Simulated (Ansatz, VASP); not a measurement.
One calculation of Mg3GeSe, two programs

```
Ge Se Mg
1.0
     5.31427    0.00000    0.00000
     0.00000    5.31427    0.00000
     0.00000    0.00000    5.31427
Ge Se Mg
1 1 3
Direct
  0.00000 0.00000 0.00000
  0.50000 0.50000 0.50000
  0.50000 0.50000 0.00000
  0.50000 0.00000 0.50000
  0.00000 0.50000 0.50000
```

The cell comes from a database or a generator and needn't be the stable form of this composition.

Alike in both runs: task single point; functional PBE; k mesh 4 × 4 × 4; occupations gaussian, width 0.05 eV; no spin polarisation.

```csv
,VASP,Ansatz
version,VASP 6.6.1,Ansatz 0.2.0
potentials or method,"VASP PAW PBE potentials, release 64 (Ge_d, Se, Mg)","scalar-relativistic, plane waves, PAW"
plane-wave cutoff (eV),520,420
valence electrons in the cell,26,60
```

|  | VASP | Ansatz | Ansatz less VASP |
| --- | --- | --- | --- |
| gap on the k mesh at the Fermi level (eV) | none | none | - |
| pressure (GPa) | -5.1 | -5.1 | +0.05 |

A gap of «none» marks a metal or a gap that the smearing closes. With one functional, cell and mesh, what is left measures potentials, basis and numerics. The two sets of potentials don't hold the same shells in valence.
